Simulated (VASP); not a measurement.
Consider the following.

```xyz
2
Lattice="2.8549 0.0000 0.0000 0.0000 2.8549 0.0000 0.0000 0.0000 2.8549" Properties=species:S:1:pos:R:3 pbc="T T T"
Al     1.4274     1.4274     1.4274
Fe     0.0000     0.0000     0.0000
```

All values below come from rev-vdW-DF2, VASP's PBE PAW potentials (set 64) (plane waves; VASP 6.6.1). Run with 520 eV cut-off, Gaussian smearing of 0.050 eV, potentials Al Fe.

Question: Estimate the band gap (along the path) with the smallest direct gap where there is one.

Answer: 
```yaml
band gap (along the path): none (metal, semimetal or under 0.01 eV)
```

The absolute energy has meaning only against runs of the same code, potentials and settings.

The compound is FeAl in the CsCl type structure. It was relaxed first, which changed the volume by -6 %. The run is not spin-polarised, so no magnetic state was tried. The electron count is odd and the run is not spin-polarised, which forces a metal.
